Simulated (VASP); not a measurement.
A cell of HoPb3 (space group Pm-3m) near equilibrium:

```
HoPb3
1.0
    4.79076     0.00000     0.00000
    0.00000     4.79076     0.00000
    0.00000     0.00000     4.79076
Ho Pb
1 3
Direct
  0.00000   0.00000   0.00000
  0.00000   0.50000   0.50000
  0.50000   0.00000   0.50000
  0.50000   0.50000   0.00000
```

All values below come from PBEsol GGA, VASP's PBE PAW potentials (set 64) (plane waves; VASP).

The 4f electrons are frozen in the core of the lanthanide potential, so 4f levels, which can set the real gap, and their magnetism are missing.

```json
[
 {"run": "as it is", "ΔE (meV/atom)": "0.0", "σxx": "-0.04", "σyy": "-0.04", "σzz": "-0.04", "largest shear component, with its sign (GPa)": "0.00", "largest force (eV/Å)": "0.000"},
 {"run": "after one change", "ΔE (meV/atom)": "5.0", "σxx": "1.93", "σyy": "1.72", "σzz": "1.93", "largest shear component, with its sign (GPa)": "0.00", "largest force (eV/Å)": "0.000"}
]
```
Stress is in GPa, positive when the cell is compressed.

Question: What was changed between the two runs?
A) uniaxial strain of +3.0 % along x
B) biaxial strain of -1.5 % in the xz plane
C) isotropic strain of -3.0 %
D) uniaxial strain of -0.5 % along y

Answer: B, biaxial strain of -1.5 % in the xz plane

The structure comes from a computed database's HoPb3 entry (Pm-3m); how it stands against other phases isn't given here. The electron count is odd and the run is not spin-polarised, which forces a metal.
